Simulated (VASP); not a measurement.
```yaml
crystal:
  lattice:
    - [-1.64206, 1.63416, 3.98429]
    - [1.64206, -1.63416, 3.98429]
    - [1.64206, 1.63416, -3.98429]
  atoms:
    - { symbol: Si, position: [0.66500, 0.66500, 0.00000] }
    - { symbol: Si, position: [0.33500, 0.33500, 0.00000] }
    - { symbol: Mo, position: [0.00000, 0.00894, 0.00894] }
```

These are PBE GGA, VASP's PBE PAW potentials (set 64) (plane waves; VASP) values and carry that method's errors. Run with 200 eV cut-off, 12×12×12 Γ-centred mesh, first-order Methfessel-Paxton smearing of 0.10 eV, potentials Si Mo_sv.

At this cut-off the stress carries a Pulay error, which pulls relaxed volumes low.

Problem. Estimate the energy per atom (σ→0), pressure, largest force, band gap (on the k-mesh) with the smallest direct gap where there is one.

Solution. 
```json
{
 "band gap (on the k-mesh)": "none (metal, semimetal or under 0.01 eV)",
 "energy per atom (σ→0)": "-7.626 eV/atom",
 "pressure": "-36.86 GPa",
 "largest_force": "0.204 eV/Å"
}
```

The compound is MoSi2 in the MoSi2 type structure. The cell was not relaxed at this level. The run is one of a series of settings (ENCUT = 200 against the base run), some of them coarse on purpose.
